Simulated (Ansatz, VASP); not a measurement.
# Cross-check of Zn (Zinc) between VASP and Ansatz

One calculation is typed for both programs; each brings its own data sets. How far apart do they land? The cell is taken from a series of runs on this material, whose earlier steps may have relaxed, scaled, displaced or heated it; both programs get it as it stands.

Method: plane waves, with VASP 6.6.1 beside it; zone-centre phonons at LDA, in Ansatz 0.2.0.

**1. The structure**

The structure is hexagonal, space group P6_3/mmc (No. 194). Conventional cell: a = 2.554 Å, b = 2.554 Å, c = 4.806 Å, α = 90.00°, β = 90.00°, γ = 120.00°. Nearest to Zn lie 12 Zn at 2.55 to 2.82 Å.

**2. VASP: zone-centre phonons, LDA**

Second derivatives magnify differences that forces hide, and they need a tight electronic threshold.

Lines of VASP's logs that name or quote its potential files are left out, and so is its time.

File INCAR:

```
SYSTEM = Zn
PREC = Accurate
ENCUT = 500
EDIFF = 1E-08
NELM = 120
ISMEAR = 1
SIGMA = 0.2
LREAL = .FALSE.
ALGO = Normal
GGA = CA
NBANDS = 18
LORBIT = 11
LWAVE = .FALSE.
LCHARG = .FALSE.
ISIF = 2
IBRION = 8
LASPH = .TRUE.
GGA_COMPAT = .FALSE.
KPAR = 2
```

File POSCAR:

```
Zn
1.0
    2.5541076123      0.0000000000      0.0000000000
   -1.2770538062      2.2119220763      0.0000000000
    0.0000000000      0.0000000000      4.8061142586
Zn
2
Direct
    0.3333333338      0.6666666662      0.2500000000
    0.6666666662      0.3333333338      0.7500000000
```

File KPOINTS:

```
Automatic mesh
0
Gamma
18 18 10
0 0 0
```

PAW data sets: Zn (LDA family, release 64).

Started as:

```
> mpirun -np 2 vasp_std
```

Numbers of over 12 decimals in the logs are rounded to 6 here.

The program printed:

```text
[banner, memory and clock lines left out]
running    2 mpi-ranks, on    1 nodes
 distrk:  each k-point on    1 cores,    2 groups
 distr:  one band on    1 cores,    1 groups

 POSCAR found type information on POSCAR Zn
 POSCAR found :  1 types and       2 ions
 LDA part: xc-table for (Slater(with rela. corr.)+CA(PZ))
 , standard interpolation
 POSCAR, INCAR and KPOINTS ok, starting setup
 FFT: planning ... GRIDC
 FFT: planning ... GRID_SOFT
 FFT: planning ... GRID
 WAVECAR not read
 entering main loop
       N       E                     dE             d eps       ncg     rms          rms(c)
DAV:   1     0.104573041008E+03    0.10457E+03   -0.12305E+04  8312   0.213E+03
DAV:   2     0.126648229925E+00   -0.10445E+03   -0.10168E+03  8032   0.296E+02
DAV:   3    -0.406406875412E+01   -0.41907E+01   -0.41749E+01  8970   0.682E+01
DAV:   4    -0.408568291144E+01   -0.21614E-01   -0.21609E-01  8742   0.493E+00
DAV:   5    -0.408571128713E+01   -0.28376E-04   -0.28375E-04  8656   0.160E-01    0.522E+00
DAV:   6    -0.379009303890E+01    0.29562E+00   -0.11349E+00  8622   0.239E+01    0.364E+00
DAV:   7    -0.376735839802E+01    0.22735E-01   -0.46703E-02 10188   0.389E+00    0.182E+00
DAV:   8    -0.375723901312E+01    0.10119E-01   -0.31660E-03 10958   0.813E-01    0.550E-02
DAV:   9    -0.375720465703E+01    0.34356E-04   -0.28986E-04 10316   0.207E-01    0.298E-02
DAV:  10    -0.375720779126E+01   -0.31342E-05   -0.19214E-05  8642   0.399E-02    0.252E-03
DAV:  11    -0.375720777706E+01    0.14198E-07   -0.65528E-07  8860   0.104E-02    0.210E-03
DAV:  12    -0.375720778259E+01   -0.55279E-08   -0.13198E-08  6586   0.153E-03
   1 F= -.37572078E+01 E0= -.37576888E+01  d E =0.144317E-02
 Linear response reoptimize wavefunctions to high precision
DAV:   1    -0.375720777586E+01    0.67257E-08   -0.32341E-08  8448   0.375E-03
DAV:   2    -0.375720777591E+01   -0.51841E-10   -0.52530E-10  4942   0.213E-04
 Linear response DOF=           2
 Linear response progress:
  Degree of freedom:   1/  2
       N       E                     dE             d eps       ncg     rms          rms(c)
RMM:   1    -0.200655179892E+00   -0.20066E+00   -0.12066E-03 47929   0.187E+00
RMM:   2    -0.200387811004E+00    0.26737E-03   -0.92710E-04 51697   0.321E-01    0.534E-02
RMM:   4    -0.199638635568E+00    0.37018E-03   -0.46924E-05 61172   0.531E-02    0.267E-03
RMM:   5    -0.199652348209E+00   -0.13713E-04   -0.68988E-07 65112   0.541E-03    0.133E-03
RMM:   6    -0.199652549896E+00   -0.20169E-06   -0.50012E-08 65112   0.136E-03    0.153E-04
RMM:   7    -0.199653311425E+00   -0.76153E-06   -0.68724E-09 64940   0.376E-04    0.407E-05
RMM:   8    -0.199652794273E+00    0.51715E-06    0.71138E-09 65768   0.110E-04    0.619E-06
RMM:   9    -0.199652682362E+00    0.11191E-06    0.54968E-10 64924   0.479E-05    0.179E-06
RMM:  10    -0.199652697705E+00   -0.15343E-07    0.21862E-09 52558   0.290E-05    0.487E-07
RMM:  11    -0.199652704667E+00   -0.69615E-08    0.22136E-10 44307   0.230E-05    0.229E-07
 first order change of Fermi-energy  -0.13918E-04
 force on displaced ion       1 direction 1 :  -0.674   0.000   0.000
 Linear response progress:
  Degree of freedom:   2/  2
       N       E                     dE             d eps       ncg     rms          rms(c)
RMM:   1    -0.227143924254E+00   -0.22714E+00   -0.53736E-03 16583   0.214E+00
RMM:   2    -0.223755272914E+00    0.33887E-02   -0.14796E-03 16674   0.558E-01    0.553E-02
RMM:   3    -0.223757867276E+00   -0.25944E-05   -0.10861E-04 21107   0.814E-02    0.319E-02
RMM:   4    -0.223706014331E+00    0.51853E-04   -0.98193E-05 20999   0.345E-02    0.487E-03
RMM:   5    -0.223700222406E+00    0.57919E-05   -0.25379E-05 21732   0.637E-03    0.151E-03
RMM:   6    -0.223702887259E+00   -0.26649E-05   -0.87691E-06 21801   0.176E-03    0.289E-04
RMM:   7    -0.223703203042E+00   -0.31578E-06   -0.22380E-06 20820   0.587E-04    0.747E-05
RMM:   8    -0.223702838571E+00    0.36447E-06   -0.90029E-07 19909   0.183E-04    0.377E-05
RMM:   9    -0.223702266865E+00    0.57171E-06   -0.36277E-07 21982   0.812E-05    0.509E-06
RMM:  10    -0.223702285150E+00   -0.18285E-07   -0.13535E-07 21564   0.365E-05    0.166E-06
RMM:  11    -0.223702271895E+00    0.13255E-07   -0.61649E-08 18204   0.254E-05    0.459E-07
RMM:  12    -0.223702269772E+00    0.21225E-08   -0.23618E-08 12421   0.218E-05    0.976E-08
 first order change of Fermi-energy  -0.11271E-04
 force on displaced ion       1 direction 3 :  -0.000   0.000  -2.903
 Linear response finished
```

OUTCAR, selected parts (step 2):

```text
ion  position               nearest neighbor table
   1  0.333  0.667  0.250-   2 2.82   2 2.82   2 2.82   2 2.82   2 2.82   2 2.82
   2  0.667  0.333  0.750-   1 2.82   1 2.82   1 2.82   1 2.82   1 2.82   1 2.82

  LATTYP: Found a hexagonal cell.
 ALAT       =     2.5541076123
 C/A-ratio  =     1.8817195624

 Subroutine GETGRP returns: Found 24 space group operations
 (whereof 12 operations were pure point group operations)

The static configuration has the point symmetry D_3d.
 The point group associated with its full space group is D_6h.

 Found    222 irreducible k-points:

   k-points           NKPTS =    222   k-points in BZ     NKDIM =    222   number of bands    NBANDS=     18

   dimension x,y,z NGX =    20 NGY =   20 NGZ =   36
   dimension x,y,z NGXF=    40 NGYF=   40 NGZF=   72

   ENCUT  =  500.0 eV  36.75 Ry    6.06 a.u.   4.66  4.66  8.76*2*pi/ulx,y,z

   NELECT =      24.0000    total number of electrons

 k-points in reciprocal lattice and weights: Automatic mesh
   0.00000000  0.00000000  0.00000000       0.000
   0.05555556  0.00000000  0.00000000       0.002
   0.11111111  0.00000000  0.00000000       0.002
   0.16666667  0.00000000  0.00000000       0.002
   0.22222222  0.00000000  0.00000000       0.002
   0.27777778  0.00000000  0.00000000       0.002
   0.33333333  0.00000000  0.00000000       0.002
   0.38888889  0.00000000  0.00000000       0.002
   0.44444444  0.00000000  0.00000000       0.002
[...]
0.33333333  0.27777778  0.50000000       0.004
   0.33333333  0.33333333  0.50000000       0.001

 average (electrostatic) potential at core
       1 -37.4702       2 -37.4702

  Total        0.1629250      0.1629250      0.2805733     -0.0000000     -0.0000000      0.0000000
  in kB        9.6138052      9.6138052     16.5559388     -0.0000000     -0.0000000      0.0000000
  external PRESSURE =      11.9278498 kB  Pullay stress =       0.0000000 kB

  energy-cutoff  :      500.00
  volume of cell :       27.15
      direct lattice vectors                 reciprocal lattice vectors
     2.554107612  0.000000000  0.000000000     0.391526181  0.226047746  0.000000000
    -1.277053806  2.211922076  0.000000000     0.000000000  0.452095492  0.000000000
     0.000000000  0.000000000  4.806114259     0.000000000  0.000000000  0.208068295

 POSITION                                       TOTAL-FORCE (eV/Angst)
 -----------------------------------------------------------------------------------
      0.00000      1.47461      1.20153        -0.000000     -0.000000      0.000000
      1.27705      0.73731      3.60459         0.000000      0.000000      0.000000
 -----------------------------------------------------------------------------------
    total drift:                               -0.000000      0.000000      0.000000

 Eigenvectors and eigenvalues of the dynamical matrix
 ----------------------------------------------------

   1 f  =    4.658249 THz    29.268641 2PiTHz  155.382456 cm-1    19.264961 meV
             X         Y         Z           dx          dy          dz
      0.000000  1.474615  1.201529    -0.000000    0.000000   -0.707107
      1.277054  0.737307  3.604586     0.000000    0.000000    0.707107

   2 f  =    2.244092 THz    14.100046 2PiTHz   74.854853 cm-1     9.280815 meV
             X         Y         Z           dx          dy          dz
      0.000000  1.474615  1.201529     0.273949   -0.651883   -0.000000
      1.277054  0.737307  3.604586    -0.273949    0.651883    0.000000

   3 f  =    2.244092 THz    14.100046 2PiTHz   74.854853 cm-1     9.280815 meV
             X         Y         Z           dx          dy          dz
      0.000000  1.474615  1.201529    -0.651883   -0.273949    0.000000
      1.277054  0.737307  3.604586     0.651883    0.273949    0.000000

   4 f  =    0.000000 THz     0.000000 2PiTHz    0.000001 cm-1     0.000000 meV
             X         Y         Z           dx          dy          dz
      0.000000  1.474615  1.201529     0.443049    0.551097    0.000000
      1.277054  0.737307  3.604586     0.443049    0.551097    0.000000

   5 f  =    0.000000 THz     0.000000 2PiTHz    0.000000 cm-1     0.000000 meV
             X         Y         Z           dx          dy          dz
      0.000000  1.474615  1.201529     0.551097   -0.443049    0.000000
      1.277054  0.737307  3.604586     0.551097   -0.443049    0.000000

   6 f  =    0.000000 THz     0.000000 2PiTHz    0.000000 cm-1     0.000000 meV
             X         Y         Z           dx          dy          dz
      0.000000  1.474615  1.201529     0.000000    0.000000    0.707107
      1.277054  0.737307  3.604586    -0.000000    0.000000    0.707107

 ELASTIC MODULI CONTR FROM IONIC RELAXATION (kBar)
 Direction    XX          YY          ZZ          XY          YZ          ZX
 --------------------------------------------------------------------------------
 XX          -1.5765      1.5765      0.0000      0.0000      0.0000     -0.0000
 YY           1.5765     -1.5765     -0.0000      0.0000      0.0000      0.0000
 ZZ           0.0000     -0.0000     -0.0000      0.0000      0.0000     -0.0000
 XY           0.0000      0.0000      0.0000     -1.5765      0.0000     -0.0000
 YZ           0.0000      0.0000      0.0000      0.0000      0.0000      0.0000
 ZX          -0.0000      0.0000     -0.0000     -0.0000      0.0000     -0.0000
 --------------------------------------------------------------------------------
```

**3. Ansatz: zone-centre phonons, LDA**

Ansatz runs on its PAW soft_1 files.

The same cell, functional (in two slightly different forms), mesh and smearing now go to Ansatz, which takes its cutoff from its data sets.

File input.yaml:

```yaml
crystal:
  lattice:
    - [2.5541076123, 0.0, 0.0]
    - [-1.2770538062, 2.2119220763, 0.0]
    - [0.0, 0.0, 4.8061142586]
  atoms:
    - { symbol: Zn, position: [0.3333333338, 0.6666666662, 0.25] }
    - { symbol: Zn, position: [0.6666666662, 0.3333333338, 0.75] }
kpoints:
  mp_grid: { grid: [18, 18, 10] }
hamiltonian:
  xc: lda
  pseudopotentials: { kind: paw, azcp: { folder: soft_1 }, xc_functional: pbe }
scf:
  occupations: { method: methfessel_paxton, width: 0.2 }
output:
  eigenvalues: true
phonons:
  method: dfpt
```

Started as:

```
> ansatz run input.yaml --threads 4 --pin off --max-ram 10240MiB --backend cpu --events-out ev --progress --plain --runs-dir out
```

The program printed:

```text
zone centre: on kpoints.mp_grid the ground state, and the responses unless they are solved on pairs of k-points, stand on 546 of the mesh's 3240 k-points, reduced under 4 symmetry operations, with k and −k counted as one. Each operation leaves every solved displacement unchanged or reverses it
Engine: ansatz 0.2.0, aarch64-unknown-linux-gnu
Pseudopotentials: kind: paw
Pseudopotential: Zn, paw, valence charge 12, recommended cutoff 420 eV (normal), soft_1/Zn.paw.azcp
Functional definition: SPW92
  exchange = slater_x
  correlation = pw_c
Crystal: 2 atoms, lattice volume = 27.152 Å³
Basis set: ecut = 420 eV, 527 PW (Γ), exchange–correlation on 36×36×72 points (8 copies of the dense FFT grid, shifted against one another)
Bands: 16, of which v1, the nominal top of the filled ones, is band 12 counted from 1 (11 counted from 0)
Symmetry: 24 space group operations
k-points: 546 of 3240 (irreducible under 4 space group operations, time reversal used)
Non-local potential: Zn, projectors of the file, l = 0: 2, l = 1: 2, l = 2: 3, l = 3: 1
PAW form: soft (Blöchl's): semilocal exchange-correlation on the pseudo side does not see the compensation charge
PAW frozen core: Zn, regenerated for the run's functional, and the local potential with it (the file was generated under x = pbe(κ = 0.804, μ = 0.219515), c = pbe(β = 0.066725))
PAW one-centre angular grid: Zn, 590 points (default); XC on 64 Gauss nodes
Initial density: superposition of atomic densities (chi_scale 0.1, normalization cell)
Initial wavefunctions: pseudopotential atomic-orbital guess
Functional: x = slater, c = lda
SCF iter   1: F=—  HF=-6492.861624 eV  |F-HF|=—  |Δ(HF+E_count)|=         —  Δρ=7.40e-2  dr2=1.06e0  ethr=3.10e-3  ⟨swp⟩=5.7  Hψ=52206  notcnv=0
preconditioner: auto → none  [insulator: Δε(μ)=0.137 eV  Ē_g=13.159 eV  σ=0.200 eV  W_gap=0.51  n_scr=4 (ndim 8)  ℏωp=34.9 eV  f_vac=0.000  D(μ)=0.15/eV (n_scr^D=0)  ε∞_Penn≈8.0]
SCF iter   2: F=—  HF=-6492.661694 eV  |F-HF|=—  |Δ(HF+E_count)|=   2.00e-1  S|Δr|=    0.00e0  Δρ=4.98e-2  dr2=2.52e-1  ethr=3.10e-3  ⟨swp⟩=2.0  Hψ=21814  notcnv=0  defer=7
SCF iter   3: F=—  HF=-6492.534653 eV  |F-HF|=—  |Δ(HF+E_count)|=   1.27e-1  S|Δr|=    0.00e0  Δρ=1.00e-2  dr2=1.70e-2  ethr=1.05e-3  ⟨swp⟩=2.0  Hψ=21543  notcnv=0  defer=7
SCF iter   4: F=—  HF=-6492.530901 eV  |F-HF|=—  |Δ(HF+E_count)|=   3.75e-3  S|Δr|=    0.00e0  Δρ=2.86e-3  dr2=6.46e-4  ethr=7.09e-5  ⟨swp⟩=2.8  Hψ=15938  notcnv=0  defer=7
SCF iter   5: F=—  HF=-6492.531246 eV  |F-HF|=—  |Δ(HF+E_count)|=   3.46e-4  S|Δr|=    0.00e0  Δρ=7.81e-4  dr2=8.47e-5  ethr=2.69e-6  ⟨swp⟩=2.2  Hψ=15256  notcnv=0  defer=7
SCF iter   6: F=—  HF=-6492.531229 eV  |F-HF|=—  |Δ(HF+E_count)|=   1.75e-5  S|Δr|=    0.00e0  Δρ=6.34e-5  dr2=6.43e-7  ethr=3.53e-7  ⟨swp⟩=2.6  Hψ=15511  notcnv=0  defer=7
SCF iter   7: F=—  HF=-6492.531229 eV  |F-HF|=—  |Δ(HF+E_count)|=   3.66e-7  S|Δr|=    0.00e0  Δρ=1.00e-6  dr2=1.19e-10  ethr=2.68e-9  ⟨swp⟩=2.2  Hψ=14642  notcnv=0  defer=7
SCF iter   8: F=-6492.531229 eV  HF=-6492.531229 eV  |F-HF|=3.64e-12  |Δ(HF+E_count)|=  4.77e-10  S|Δr|=    0.00e0  Δρ=1.31e-7  dr2=1.55e-12  ethr=1.00e-12  ⟨swp⟩=7.7  Hψ=52567  notcnv=0
SCF 1 converged in 8 iterations: F = -6492.531229 eV  dr2 = 1.55e-12
  greatest PAW one-centre occupation: 0.981 electrons in one spin orbital (limit 2), on the Zn atom at site 1 (counted from 0), in its partial waves of l = 2
DFPT response loops at Γ: preconditioner auto → Kerker (q_TF=auto, 2.673 Å⁻¹) (partly filled bands, converged f_vac=0.000); β = 1.00, the filter's whole step (`scf.mixing.beta` (0.50) is not read by the response loops under this deck's `scf.mixing.preconditioner`; to damp them name `kerker` or `kerker_dos`, under which they read `scf.mixing.beta`, and type it under 1.00, their step now; both keys bind the ground state too); Broyden in place of MSR1
SCF converged after 8 iterations
Stability not checked: this state was not tested for a lower state beside it, because cold or Methfessel-Paxton smearing, or corrected tetrahedra, fill the levels in a way that the test cannot read (fill_not_monotonic; see scf.lower_state_search)
Free energy (F): -6492.531229 eV
Harris-Foulkes:  -6492.531229 eV  (|F-HF|=3.64e-12)
Internal energy: -6492.532623 eV  (E = F + TS)
E sigma→0 (E₀):  -6492.531577 eV
Entropy (-TS):   0.001394 eV (0.697 meV/atom)
Fermi energy:    12.405727 eV
--- Per-component energies (eV) ---
  E_band       = 120.438344
  E_kinetic    = 299.472772
  E_local      = -3379.764304  (includes V_loc(G=0)·N_el)
  E_nonlocal   = 1636.844258
  E_hartree    = 1253.971968
  E_xc         = -158.061418
  E_vxc        = -106.529004  (∫ρ·V_xc dr)
  E_paw        = -3645.842341  (= ΣΔE_a)
  E_vpaw       = -837.528810  (= ΣTr[D̂ρ^β])
  E_aug_tail   = -0.000447  (compensation charges beyond the density's cutoff)
  E_ewald      = -2502.267399
  E_core_change = 3.114287  (= ΣΔE_core)
  E_smearing   = 0.001394  (= −TS)
  E_closure    = -0.000000  (closes the sum)
  Σ components = -6492.531229   (vs F -6492.531229, Δ=0.00e0)
--- Band table (eV; the first three rows and the last of 546) ---
  k-point 0: bands = [... 8 lower, 4.8250, 5.0678, 5.0678, 8.1147, 9.2281, 26.3662, 30.2965, 31.3994]
  k-point 1: bands = [... 8 lower, 4.8331, 5.0635, 5.0635, 7.2826, 10.2032, 25.2294, 31.4296, 31.4648]
  k-point 2: bands = [... 8 lower, 4.8558, 5.0508, 5.0508, 6.2198, 11.7027, 23.2116, 31.6578, 31.6578]
  k-point 545: bands = [... 8 lower, 5.1256, 5.1256, 9.4919, 9.4919, 16.6868, 16.6868, 18.3563, 18.3563]
--- Phonons (Γ-DFPT): 2 representative perturbations + reference, on 546 of 3240 k-points (Σ response iterations 7) ---
  k mesh reduced under 4 symmetry operations, with k and −k counted as one. Each operation leaves every solved displacement unchanged or reverses it
  ASR residual: 4.468e-5 → 0.000e0 eV/Å²; symmetrization residual: 2.279e-10 eV/Å²
  ASR residual per site (eV/Å²): 4.47e-5 4.47e-5
  Γ frequencies (cm⁻¹): 0.00 0.00 0.00 77.09 77.09 150.93
  non-analytic LO–TO correction: not included (Born effective charges unavailable; polar crystals: no LO–TO splitting at Γ)
```

The column dr2 measures how far the density is from self-consistency, as an energy; F and HF (Harris–Foulkes) agree once it is small.

**4. Comparison**

Known differences besides the potentials themselves: the two LDA forms differ slightly; the cutoff is 420 eV in Ansatz and 500 eV in VASP; VASP's log shows a relativistic correction to its local exchange, Ansatz's none. Total energies have different zeros and are not compared.

Both answers:

```
                  quantity  Ansatz   VASP  difference
optical mode 1 to 2 (cm⁻¹)    77.1   74.9     +2.99 %
     optical mode 3 (cm⁻¹)   150.9  155.4     -2.87 %
```

Modes are paired by rising frequency, not by their patterns, so a pair may set unlike modes beside each other; they are those without the splitting of longitudinal modes.

**5. Outcome**

```json
{
 "r.m.s. difference of the optical zone-centre modes, each program's sorted by frequency (zone-centre phonons, LDA)": "3.2 cm⁻¹",
 "difference in optical mode 1 to 2 (zone-centre phonons, LDA)": "+3.0 %"
}
```

What this shows: The r.m.s. difference of the optical zone-centre modes, each program's sorted by frequency is 3.2 cm⁻¹ (zone-centre phonons, LDA). Among the rows given in per cent, the largest difference of the zone-centre phonons, LDA pair is in optical mode 1 to 2, +3.0 %. Such differences can come from data sets, numerical settings and the points named under the comparisons, not from the functional's error against experiment.

[Lines on the potential files, build, host, timing and source positions are cut from VASP's logs without a mark.]

[Logs are printed without paths, hosts, clocks, repeated set-up lines and the standing remarks that a program may print on its own settings, such as how far it seeks lower states.]

[Hosts, paths, dates, database ids (printed as entryN), source tags and the programs' standing remarks are cut or masked in the printed files.]
